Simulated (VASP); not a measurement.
Consider the following.

```xyz
2
Lattice="0.0000 3.2300 3.2300 3.2300 0.0000 3.2300 3.2300 3.2300 0.0000" Properties=species:S:1:pos:R:3 pbc="T T T"
Hg     0.0000     0.0000     0.0000
Te     1.6150     1.6150     1.6150
```

All values below come from PBE GGA with spin-orbit coupling, VASP's PBE PAW potentials (set 64) (plane waves; VASP). Settings: 400 eV cut-off, 7×7×7 Γ-centred mesh, Gaussian smearing of 0.050 eV, potentials Hg Te.

Question: What does the run give for the energy per atom (σ→0), pressure, band gap (on the k-mesh) with the smallest direct gap where there is one?

Answer: 
| Item | Value |
|---|---|
| band gap (on the k-mesh) | none (metal, semimetal or under 0.01 eV) |
| energy per atom (σ→0) | -1.989 eV/atom |
| pressure | 3.58 GPa |

Only differences to runs with the same potentials and settings are physical.

The compound is HgTe in the zinc blende structure. The cell was not relaxed at this level. The run is one of a series of settings (GGA_COMPAT = .FALSE., LSORBIT = .TRUE., MAGMOM = 0 0 0 0 0 0, program vasp_ncl against the base run), some of them coarse on purpose.
